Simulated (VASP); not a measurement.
Level of theory: optB88-vdW, VASP's PBE PAW potentials (set 64) (plane waves; VASP).

VASP input:

File KPOINTS:
```
Automatic mesh
0
Gamma
14 14 7
0 0 0
```

### POSCAR
```
Re
1
    1.3897452391    -2.4071092469    -0.0000000000
    1.3897452391     2.4071092469     0.0000000000
    0.0000000000     0.0000000000     4.4920982923
Re
2
Direct
  0.3333330000   0.6666670000   0.2500000000
  0.6666670000   0.3333330000   0.7500000000
```

**INCAR**
```
SYSTEM = Re
PREC = Accurate
ENCUT = 520
EDIFF = 1E-6
NELM = 100
ALGO = Normal
LREAL = .FALSE.
LASPH = .TRUE.
ISMEAR = 1
SIGMA = 0.1
GGA = BO
PARAM1 = 0.1833333333
PARAM2 = 0.22
LUSE_VDW = .TRUE.
AGGAC = 0.0
LMAXMIX = 6
LWAVE = .FALSE.
LCHARG = .FALSE.
IBRION = 2
ISIF = 3
NSW = 60
EDIFFG = -0.01
```

POTCAR, in this order: Re (PBE.64 set). Program: vasp_std.

Output of the run:

OSZICAR:
```
       N       E                     dE             d eps       ncg     rms          rms(c)
DAV:   1     0.338206625552E+02    0.33821E+02   -0.69356E+03  3809   0.157E+03
DAV:   2    -0.145445712349E+02   -0.48365E+02   -0.42061E+02  3372   0.315E+02
DAV:   3    -0.204144006586E+02   -0.58698E+01   -0.46254E+01  3601   0.235E+02
DAV:   4    -0.207709883247E+02   -0.35659E+00   -0.31723E+00  3941   0.272E+01
DAV:   5    -0.207841428047E+02   -0.13154E-01   -0.12496E-01  3707   0.351E+00    0.435E+01
DAV:   6    -0.198158165735E+02    0.96833E+00   -0.99933E-01  3975   0.322E+01    0.177E+01
DAV:   7    -0.195019940696E+02    0.31382E+00   -0.67170E-01  4102   0.249E+01    0.506E-01
DAV:   8    -0.194914423385E+02    0.10552E-01   -0.82611E-03  4165   0.115E+00    0.259E-01
DAV:   9    -0.194904622680E+02    0.98007E-03   -0.86871E-04  4028   0.285E-01    0.349E-02
DAV:  10    -0.194904888819E+02   -0.26614E-04   -0.32904E-05  3243   0.604E-02    0.917E-03
DAV:  11    -0.194904866146E+02    0.22673E-05   -0.40886E-07  1966   0.180E-02    0.490E-03
DAV:  12    -0.194904858330E+02    0.78160E-06   -0.24936E-07  1845   0.199E-02
   1 F= -.19490486E+02 E0= -.19490801E+02  d E =-.194905E+02
       N       E                     dE             d eps       ncg     rms          rms(c)
DAV:   1    -0.194912305743E+02   -0.74396E-03   -0.73417E-02  3218   0.103E+01    0.177E-01
DAV:   2    -0.194906186142E+02    0.61196E-03   -0.83418E-04  3922   0.398E-01    0.832E-02
DAV:   3    -0.194904457950E+02    0.17282E-03   -0.36072E-04  4072   0.284E-01    0.144E-02
DAV:   4    -0.194904460544E+02   -0.25935E-06   -0.11411E-05  3354   0.391E-02    0.665E-03
DAV:   5    -0.194904458330E+02    0.22138E-06   -0.89924E-08  1635   0.155E-02
   2 F= -.19490446E+02 E0= -.19490640E+02  d E =0.400000E-04
       N       E                     dE             d eps       ncg     rms          rms(c)
DAV:   1    -0.194908444494E+02   -0.39840E-03   -0.20643E-02  3200   0.539E+00    0.944E-02
DAV:   2    -0.194906706989E+02    0.17375E-03   -0.23611E-04  3927   0.212E-01    0.447E-02
DAV:   3    -0.194906200759E+02    0.50623E-04   -0.10505E-04  4073   0.153E-01    0.761E-03
DAV:   4    -0.194906200150E+02    0.60840E-07   -0.22510E-06  2280   0.210E-02
   3 F= -.19490620E+02 E0= -.19490879E+02  d E =-.134182E-03
```

**OUTCAR**
```
------------------------ aborting loop because EDIFF is reached ----------------------------------------
  FORCE on cell =-STRESS in cart. coord.  units (eV):
  Direction    XX          YY          ZZ          XY          YZ          ZX
  --------------------------------------------------------------------------------------
  Total        0.0109304      0.0109304      0.0106106      0.0000000     -0.0000000      0.0000000
  in kB        0.5828388      0.5828388      0.5657842      0.0000000     -0.0000000      0.0000000
  external PRESSURE =       0.5771539 kB  Pullay stress =       0.0000000 kB
  volume of cell :       30.05
      direct lattice vectors                 reciprocal lattice vectors
     1.390610316 -2.408607605  0.000000000     0.359554358 -0.207588816  0.000000000
     1.390610316  2.408607605  0.000000000     0.359554358  0.207588816 -0.000000000
     0.000000000  0.000000000  4.485349960     0.000000000  0.000000000  0.222948044
 POSITION                                       TOTAL-FORCE (eV/Angst)
 -----------------------------------------------------------------------------------
      1.39061      0.80287      1.12134        -0.000000      0.000000      0.000000
      1.39061     -0.80287      3.36401         0.000000     -0.000000      0.000000
 -----------------------------------------------------------------------------------
    total drift:                               -0.000000      0.000012     -0.000017
  FREE ENERGIE OF THE ION-ELECTRON SYSTEM (eV)
  ---------------------------------------------------
  free  energy   TOTEN  =       -19.4906200150 eV

  energy  without entropy=      -19.4913971792  energy(sigma->0) =      -19.49087907

 reached required accuracy - stopping structural energy minimisation
```
(Selected blocks of OUTCAR.)

CONTCAR:
```
Re
   1.00000000000000
     1.3906103164942623   -2.4086076046812313    0.0000000000000000
     1.3906103164942623    2.4086076046812313    0.0000000000000000
     0.0000000000000000    0.0000000000000000    4.4853499601981044
  Re
     2
Direct
     0.3333330000000032    0.6666669999999968    0.2500000000000000
     0.6666669999999968    0.3333330000000032    0.7500000000000000
```

The compound is Re in the hcp structure. This run relaxes it. Symmetry was kept, so distortions that lower it aren't found. The start is the result of an earlier pass.
